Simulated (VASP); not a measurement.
Set up this calculation in VASP 6.6.1, as the native input.

- Task: single point
- Functional: PBEsol
- Potentials or basis: VASP PAW PBE potentials, release 64 (Ce)
- Cutoff: 520 eV
- k mesh: 16 × 16 × 16
- Occupations: fermi-dirac, width 0.1 eV
- Spin: no spin polarisation
- Dipole correction: no
- Further INCAR settings: ALGO = Fast; EDIFF = 1e-07; NBANDS = 12

The structure of Ce lies in POSCAR:

```
Ce
1.0
    0.0000000000      2.3263827831      2.3263827831
    2.3263827831      0.0000000000      2.3263827831
    2.3263827831      2.3263827831      0.0000000000
Ce
1
Direct
    0.0000000000      0.0000000000      0.0000000000
```

The input as run:

INCAR

```
SYSTEM = Ce
PREC = Accurate
ENCUT = 520
EDIFF = 1E-7
ISMEAR = -1
SIGMA = 0.1
LREAL = .FALSE.
LASPH = .TRUE.
NELM = 60
ALGO = Fast
ISIF = 2
LWAVE = .FALSE.
LCHARG = .FALSE.
GGA = PS
NBANDS = 12
```

KPOINTS

```
Automatic mesh
0
G
  16 16 16
  0 0 0
```

Potentials or basis: VASP PAW PBE potentials, release 64 (Ce).

Command:

```console
$ cat potpaw_PBE.64/Ce/POTCAR > POTCAR
$ mpirun -np 1 vasp_std > vasp.out
```

Results of the run:

- Pressure: -1.9 GPa
- Band gap on the k mesh: none (metal or under the smearing width)

Caveat: the PAW data sets were made with another functional, which shifts forces and pressure a little.

Run time: 110 s on 1 thread of Intel(R) Xeon(R) Platinum 8259CL CPU @ 2.50GHz (Skylake/Cascade Lake) (shared host), peak memory 0.19 GiB.
